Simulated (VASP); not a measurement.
Consider the following.

```
CELL_PARAMETERS angstrom
      3.87897     0.00000     0.00000
     -1.93948     3.35928     0.00000
      0.00000     0.00000    17.17063
ATOMIC_POSITIONS crystal
  Ti 0.00000 0.00000 0.50000
  Te 0.33333 0.66667 0.59233
  Te 0.66667 0.33333 0.40767
```

Level of theory: PBE GGA, VASP's PBE PAW potentials (set 64) (plane waves; VASP). Settings: 300 eV cut-off, 7×7×1 Γ-centred mesh, Fermi-Dirac smearing of 0.10 eV, potentials Ti_sv Te.

The cell holds a wide vacuum, so values per volume refer to the whole cell. Unless said otherwise, spin-orbit coupling is left out, though it shifts the bands of the heavy elements here.

Predict the energy per atom (σ→0), largest force, band gap (on the k-mesh) with the smallest direct gap where there is one.

```json
{
 "band gap (on the k-mesh)": "none (metal, semimetal or under 0.01 eV)",
 "energy per atom (σ→0)": "-5.351 eV/atom",
 "largest_force": "0.862 eV/Å"
}
```

The absolute energy has meaning only against runs of the same code, potentials and settings.

The cell is a sheet with vacuum, built from a generated structure.
